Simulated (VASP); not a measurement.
# Calcium: accuracy against cost in the smearing and SCF solver, part 3 of 3

Aim: find what the smearing and SCF solver change for Calcium, and what they cost. The series runs use r2SCAN. The start is a cell from a database of measured crystal structures.

VASP 6.6.1; r2SCAN; plane waves and PAW (Ca_sv).

Still holding for the runs below: The k-mesh is coarse for a metal.

So far. Step 15 (SCF solver: ALGO = Fast): Against the first of the series the energy stays within 0.01 meV an atom; the pressure moves by -0.01 GPa, after 27 cycles in 2 min. Step 16 (SCF solver: ALGO = VeryFast): Against the first of the series the energy stays within 0.01 meV an atom and the pressure within 0.01 GPa, after 55 cycles in 3 min.

### Step 17. SCF solver: ALGO = All

INCAR

```
SYSTEM = Ca
PREC = Accurate
ENCUT = 400
EDIFF = 1E-06
NELM = 100
ISMEAR = -1
SIGMA = 0.05
LREAL = .FALSE.
ALGO = All
METAGGA = R2SCAN
LASPH = .TRUE.
NBANDS = 11
LORBIT = 11
LWAVE = .FALSE.
LCHARG = .FALSE.
KPAR = 2
ISIF = 2
```

POSCAR

```
Ca
1.0
    0.0000000000      2.7942000000      2.7942000000
    2.7942000000      0.0000000000      2.7942000000
    2.7942000000      2.7942000000      0.0000000000
Ca
1
Direct
    0.0000000000      0.0000000000      0.0000000000
```

KPOINTS

```
Automatic mesh
0
Gamma
7 7 7
0 0 0
```

The projector-augmented-wave data sets are Ca_sv (PBE family, release 64).

Launch:

```console
$ mpirun -np 2 vasp_std
```

What it wrote:

```text
[... set-up lines as in an earlier step ...]
 entering main loop
       N       E                     dE             d eps       ncg     rms           ort
DAV:   1     0.547592367428E+02    0.54759E+02   -0.46786E+03   220   0.741E+02
DAV:   2    -0.751381117636E+01   -0.62273E+02   -0.61640E+02   220   0.201E+02
DAV:   3    -0.911663908029E+01   -0.16028E+01   -0.15696E+01   220   0.300E+01
DAV:   4    -0.920385777700E+01   -0.87219E-01   -0.86026E-01   220   0.596E+00
DAV:   5    -0.920842272747E+01   -0.45650E-02   -0.45613E-02   220   0.942E-01
SDA:   6    -0.671231747999E+01    0.24961E+01   -0.45613E-02   220   0.687E+00   0.000E+00
 gam= 0.000 g(H,U,f)=  0.558E+00 0.123E+00 0.603E-02 ort(H,U,f) = 0.000E+00 0.000E+00 0.000E+00
 gam= 0.000 trial= 0.400  step=  0.5505 mean=  0.4000
CGA:   7    -0.690181873240E+01   -0.18950E+00   -0.18918E+00   220   0.385E+00   0.510E-02
 gam= 0.560 g(H,U,f)=  0.323E+00 0.573E-01 0.457E-02 ort(H,U,f) =-0.816E-01 0.814E-01 0.526E-02
 gam= 0.560 trial= 0.415  step=  0.5387 mean=  0.4150
[...]
gam= 0.333 trial= 0.541  step=  0.7527 mean=  0.5413
CGA:  15    -0.704234849006E+01   -0.23817E-04   -0.24081E-04   220   0.226E-04  -0.247E-05
 gam= 0.358 g(H,U,f)=  0.216E-04 0.100E-05 0.127E-07 ort(H,U,f) =-0.390E-05 0.142E-05 0.984E-08
 gam= 0.358 trial= 0.562  step=  1.0318 mean=  0.5624
CGA:  16    -0.704235870452E+01   -0.10214E-04   -0.11198E-04   220   0.135E-04  -0.419E-05
 gam= 0.596 g(H,U,f)=  0.131E-04 0.323E-06 0.702E-08 ort(H,U,f) =-0.425E-05 0.672E-07-0.381E-08
 gam= 0.596 trial= 0.609  step=  0.7219 mean=  0.6094
CGA:  17    -0.704236271203E+01   -0.40075E-05   -0.39624E-05   220   0.418E-05   0.808E-06
 gam= 0.311 g(H,U,f)=  0.393E-05 0.247E-06 0.285E-08 ort(H,U,f) = 0.109E-05-0.284E-06-0.886E-10
 gam= 0.311 trial= 0.621  step=  0.7465 mean=  0.6206
CGA:  18    -0.704236438528E+01   -0.16733E-05   -0.16553E-05   220   0.150E-05   0.288E-06
 gam= 0.360 g(H,U,f)=  0.134E-05 0.162E-06 0.118E-08 ort(H,U,f) = 0.210E-06 0.772E-07 0.118E-08
 gam= 0.360 trial= 0.633  step=  1.2176 mean=  0.6332
SDA:  19    -0.704236521976E+01   -0.83448E-06   -0.97901E-06   220   0.153E-05  -0.495E-06
 gam= 0.000 g(H,U,f)=  0.152E-05 0.140E-07 0.452E-09 ort(H,U,f) =-0.527E-06 0.315E-07 0.405E-09
 gam= 0.000 trial= 0.692  step=  0.4118 mean=  0.6916
 final diagonalization occupied
   1 F= -.70423652E+01 E0= -.70391907E+01  d E =-.634903E-02
```

It took 55 s on 2 MPI ranks of AMD EPYC 7R43, shared host; peak memory 0.23 GiB; 1.8 min of CPU time.

From OUTCAR (step 17):

```text
  Total       -0.0355784     -0.0355784     -0.0355784      0.0000000      0.0000000      0.0000000
  in kB       -1.3064536     -1.3064536     -1.3064536      0.0000000      0.0000000      0.0000000
  external PRESSURE =      -1.3064536 kB  Pullay stress =       0.0000000 kB

 POSITION                                       TOTAL-FORCE (eV/Angst)
 -----------------------------------------------------------------------------------
      0.00000      0.00000      0.00000         0.000000      0.000000     -0.000000
 -----------------------------------------------------------------------------------
    total drift:                               -0.000000     -0.000000     -0.000000

  FREE ENERGIE OF THE ION-ELECTRON SYSTEM (eV)
  ---------------------------------------------------
  free  energy   TOTEN  =        -7.0423652198 eV

  energy  without entropy=       -7.0360161942  energy(sigma->0) =       -7.03919071

[... 2 parts as in an earlier step ...]

[... 1 further part left out ...]
[key lines of the parts left out:]
E-fermi :   1.8742
```

Against the first of the series the energy stays within 0.01 meV an atom; the pressure moves by +0.01 GPa, after 19 cycles in 55 s.

### Step 18. SCF solver: ALGO = Damped

Changes to INCAR since step 17:

```diff
@@ -8,3 +8,3 @@
 LREAL = .FALSE.
-ALGO = All
+ALGO = Damped
 METAGGA = R2SCAN
```

POSCAR is that of step 17.

KPOINTS is that of step 17.

Launch:

```console
$ mpirun -np 2 vasp_std
```

What it wrote:

```text
[... set-up lines as in an earlier step ...]
 entering main loop
       N       E                     dE             d eps       ncg     rms           ort
DAV:   1     0.956538364517E+02    0.95654E+02   -0.42876E+03   220   0.741E+02
DAV:   2     0.330400336076E+00   -0.95323E+02   -0.94267E+02   220   0.244E+02
DAV:   3    -0.833384971351E+01   -0.86643E+01   -0.85453E+01   220   0.760E+01
DAV:   4    -0.907361920526E+01   -0.73977E+00   -0.73083E+00   220   0.230E+01
[...]
DMP:  95    -0.704233968170E+01   -0.10620E-05   -0.10662E-05   220   0.163E-05   0.272E-05
DMP:  96    -0.704234070134E+01   -0.10196E-05   -0.10250E-05   220   0.156E-05   0.261E-05
DMP:  97    -0.704234168078E+01   -0.97944E-06   -0.98588E-06   220   0.150E-05   0.251E-05
 final diagonalization occupied
   1 F= -.70423417E+01 E0= -.70391670E+01  d E =-.634933E-02
```

Run time: 3.3 min. Hardware: 2 MPI ranks; peak memory 0.23 GiB.

OUTCAR, selected parts (step 18):

```text
  Total       -0.0331782     -0.0331782     -0.0331782      0.0000000      0.0000000      0.0000000
  in kB       -1.2183180     -1.2183180     -1.2183180      0.0000000      0.0000000      0.0000000
  external PRESSURE =      -1.2183180 kB  Pullay stress =       0.0000000 kB

 POSITION                                       TOTAL-FORCE (eV/Angst)
 -----------------------------------------------------------------------------------
      0.00000      0.00000      0.00000         0.000000      0.000000      0.000000
 -----------------------------------------------------------------------------------
    total drift:                                0.000000     -0.000000     -0.000000

  FREE ENERGIE OF THE ION-ELECTRON SYSTEM (eV)
  ---------------------------------------------------
  free  energy   TOTEN  =        -7.0423416808 eV

  energy  without entropy=       -7.0359923465  energy(sigma->0) =       -7.03916701

[... 2 parts as in an earlier step ...]

[... 1 further part left out ...]
[key lines of the parts left out:]
E-fermi :   1.8744
```

Against the first of the series the energy moves by +0.02 meV an atom and the pressure by +0.02 GPa, after 97 cycles in 3.3 min.

### Step 19. SCF solver: AMIX = 0.1, BMIX = 0.01

Changes to INCAR since step 18:

```diff
@@ -8,3 +8,3 @@
 LREAL = .FALSE.
-ALGO = Damped
+ALGO = Normal
 METAGGA = R2SCAN
@@ -17 +17,3 @@
 ISIF = 2
+AMIX = 0.1
+BMIX = 0.01
```

POSCAR is that of step 18.

KPOINTS is that of step 18.

Launch:

```console
$ mpirun -np 2 vasp_std
```

What it wrote:

```text
[... set-up lines as in an earlier step ...]
 entering main loop
       N       E                     dE             d eps       ncg     rms          rms(c)
[... 5 cycles as in an earlier step ...]
DAV:   6    -0.702117463909E+01    0.21872E+01   -0.26114E+00   646   0.105E+01    0.229E+00
DAV:   7    -0.698730669734E+01    0.33868E-01   -0.40397E-02   582   0.172E+00    0.224E+00
DAV:   8    -0.699728687951E+01   -0.99802E-02   -0.16201E-03   615   0.274E-01    0.206E+00
DAV:   9    -0.704242390267E+01   -0.45137E-01   -0.10210E-01   658   0.204E+00    0.352E-01
[...]
DAV:  16    -0.704236387004E+01    0.10108E-05   -0.82524E-06   642   0.197E-02    0.198E-02
DAV:  17    -0.704236521568E+01   -0.13456E-05   -0.51624E-06   570   0.166E-02    0.111E-02
DAV:  18    -0.704236567949E+01   -0.46382E-06   -0.45251E-06   564   0.165E-02
   1 F= -.70423657E+01 E0= -.70391899E+01  d E =-.635160E-02
```

Run time: 47 s. Hardware: 2 MPI ranks; peak memory 0.24 GiB.

OUTCAR, selected parts (step 19):

```text
  Total       -0.0302035     -0.0302035     -0.0302035      0.0000000      0.0000000     -0.0000000
  in kB       -1.1090882     -1.1090882     -1.1090882      0.0000000      0.0000000     -0.0000000
  external PRESSURE =      -1.1090882 kB  Pullay stress =       0.0000000 kB

  FREE ENERGIE OF THE ION-ELECTRON SYSTEM (eV)
  ---------------------------------------------------
  free  energy   TOTEN  =        -7.0423656795 eV

  energy  without entropy=       -7.0360140791  energy(sigma->0) =       -7.03918988

[... 3 parts as in an earlier step ...]

[... 1 further part left out ...]
[key lines of the parts left out:]
E-fermi :   1.8743
```

Against the first of the series the energy stays within 0.01 meV an atom; the pressure moves by +0.03 GPa, after 18 cycles in 47 s.

### Step 20. SCF solver: AMIX = 0.8

Changes to INCAR since step 19:

```diff
@@ -17,3 +17,2 @@
 ISIF = 2
-AMIX = 0.1
-BMIX = 0.01
+AMIX = 0.8
```

POSCAR is that of step 19.

KPOINTS is that of step 19.

Launch:

```console
$ mpirun -np 2 vasp_std
```

What it wrote:

```text
[... set-up lines as in an earlier step ...]
 entering main loop
       N       E                     dE             d eps       ncg     rms          rms(c)
[... 5 cycles as in an earlier step ...]
DAV:   6    -0.702304351662E+01    0.21854E+01   -0.25360E+00   678   0.105E+01    0.191E+00
DAV:   7    -0.697947001745E+01    0.43573E-01   -0.38591E-02   579   0.172E+00    0.199E+00
DAV:   8    -0.703350098580E+01   -0.54031E-01   -0.45846E-02   696   0.118E+00    0.651E-01
DAV:   9    -0.704335021988E+01   -0.98492E-02   -0.15665E-02   656   0.951E-01    0.674E-01
[...]
DAV:  13    -0.704236976016E+01   -0.29605E-05   -0.19070E-05   705   0.209E-02    0.124E-02
DAV:  14    -0.704236629236E+01    0.34678E-05   -0.21750E-06   550   0.136E-02    0.168E-03
DAV:  15    -0.704236613164E+01    0.16072E-06   -0.83342E-08   309   0.261E-03
   1 F= -.70423661E+01 E0= -.70391914E+01  d E =-.634950E-02
```

Run time: 31 s. Hardware: 2 MPI ranks; peak memory 0.23 GiB; 60 s of CPU time.

Parts of OUTCAR (step 20):

```text
  Total       -0.0353692     -0.0353692     -0.0353692      0.0000000      0.0000000      0.0000000
  in kB       -1.2987718     -1.2987718     -1.2987718      0.0000000      0.0000000      0.0000000
  external PRESSURE =      -1.2987718 kB  Pullay stress =       0.0000000 kB

  FREE ENERGIE OF THE ION-ELECTRON SYSTEM (eV)
  ---------------------------------------------------
  free  energy   TOTEN  =        -7.0423661316 eV

  energy  without entropy=       -7.0360166357  energy(sigma->0) =       -7.03919138

[... 3 parts as in an earlier step ...]

[... 1 further part left out ...]
[key lines of the parts left out:]
E-fermi :   1.8744
```

Against the first of the series the energy stays within 0.01 meV an atom; the pressure moves by +0.01 GPa, after 15 cycles in 31 s.

### Step 21. SCF solver: IMIX = 1, AMIX = 0.2

Changes to INCAR since step 20:

```diff
@@ -17,2 +17,3 @@
 ISIF = 2
-AMIX = 0.8
+IMIX = 1
+AMIX = 0.2
```

POSCAR is that of step 20.

KPOINTS is that of step 20.

Launch:

```console
$ mpirun -np 2 vasp_std
```

What it wrote:

```text
[... set-up lines as in an earlier step ...]
 entering main loop
       N       E                     dE             d eps       ncg     rms          rms(c)
[... 5 cycles as in an earlier step ...]
DAV:   6    -0.702266802870E+01    0.21858E+01   -0.26041E+00   646   0.105E+01    0.224E+00
DAV:   7    -0.701044861013E+01    0.12219E-01   -0.39959E-02   523   0.183E+00    0.180E+00
DAV:   8    -0.702277055923E+01   -0.12322E-01   -0.21814E-03   616   0.361E-01    0.147E+00
DAV:   9    -0.702991065630E+01   -0.71401E-02   -0.16178E-03   574   0.280E-01    0.121E+00
[...]
DAV:  24    -0.704236895170E+01   -0.34001E-05   -0.20848E-06   545   0.142E-02    0.577E-02
DAV:  25    -0.704237038615E+01   -0.14345E-05   -0.14024E-06   473   0.117E-02    0.468E-02
DAV:  26    -0.704237073472E+01   -0.34856E-06   -0.91920E-07   443   0.950E-03
   1 F= -.70423707E+01 E0= -.70392036E+01  d E =-.633422E-02
```

The job ended after 75 s (2 MPI ranks; peak memory 0.23 GiB; 2.5 min of CPU time).

Parts of OUTCAR (step 21):

```text
  Total       -0.0231133     -0.0231133     -0.0231133      0.0000000     -0.0000000      0.0000000
  in kB       -0.8487317     -0.8487317     -0.8487317      0.0000000     -0.0000000      0.0000000
  external PRESSURE =      -0.8487317 kB  Pullay stress =       0.0000000 kB

  FREE ENERGIE OF THE ION-ELECTRON SYSTEM (eV)
  ---------------------------------------------------
  free  energy   TOTEN  =        -7.0423707347 eV

  energy  without entropy=       -7.0360365097  energy(sigma->0) =       -7.03920362

[... 3 parts as in an earlier step ...]

[... 1 further part left out ...]
[key lines of the parts left out:]
E-fermi :   1.8739
```

Against the first of the series the energy moves by -0.01 meV an atom and the pressure by +0.05 GPa, after 26 cycles in 75 s.

### Step 22. The SCF solver series as a table

This step: convergence of r2SCAN results with the solver; plane waves and PAW (VASP 6.6.1).

This step runs nothing: it gathers the runs above.

Differences are taken from the run with ALGO = Normal. Results of the series, by row:

```csv
setting,status,energy less the reference (meV/atom),pressure (GPa),SCF cycles,wall time (s)
ALGO = Normal,converged,0,-0.1388,17,55
ALGO = Fast,converged,-6.60e-4,-0.149,27,118
ALGO = VeryFast,converged,7.30e-4,-0.1351,55,180
ALGO = All,converged,-3.60e-4,-0.1306,19,55
ALGO = Damped,converged,0.02334,-0.1218,97,196
"AMIX = 0.1, BMIX = 0.01",converged,4.70e-4,-0.1109,18,47
AMIX = 0.8,converged,-0.00103,-0.1299,15,31
"IMIX = 1, AMIX = 0.2",converged,-0.01327,-0.08487,26,75
```

### Step 23. What came out

```
spread of the pressure over the smearing   : 0.620 GPa
spread of the energy over the smearing     : 9.07 meV/atom
fewest SCF cycles                          : AMIX = 0.8 (15)
most SCF cycles among converged runs       : ALGO = Damped (97)
spread of the pressure over the SCF solver : 0.0641 GPa
spread of the energy over the SCF solver   : 0.0366 meV/atom
```

In words: The usual rule keeps the entropy term T·S under 1 meV an atom, which holds up to a width of 0.01 eV for Fermi-Dirac and 0.1 eV for second-order Methfessel-Paxton. That rule is made for Methfessel-Paxton; with the other schemes the zero-width estimate is the energy to use. Farthest in energy from the narrowest smearing lies ISMEAR = -5 (+7.8 meV an atom, -0.29 GPa). On a fixed mesh a narrow width is not the exact answer for a metal: it samples the Fermi surface more noisily. All SCF solvers that converged agree within 0.05 meV an atom. The fastest converged run is AMIX = 0.8, at 31 s against 55 s; on a shared host such times are rough. Yet the pressure of IMIX = 1, AMIX = 0.2 is +0.05 GPa off: EDIFF tests the energy, which is second order in the error of the density, while the stress is first order. Forces vanish by symmetry in this cell, so the series can't test them.

[Lines on the potential files, build, host, timing and source positions are cut from VASP's logs without a mark.]

[Logs are printed without paths, hosts, clocks, repeated set-up lines and the standing remarks that a program may print on its own settings, such as how far it seeks lower states.]

[Hosts, paths, dates, database ids (printed as entryN), source tags and the programs' standing remarks are cut or masked in the printed files.]

[A measured line is paired with the nearest computed mode of its activity, which favours agreement.]
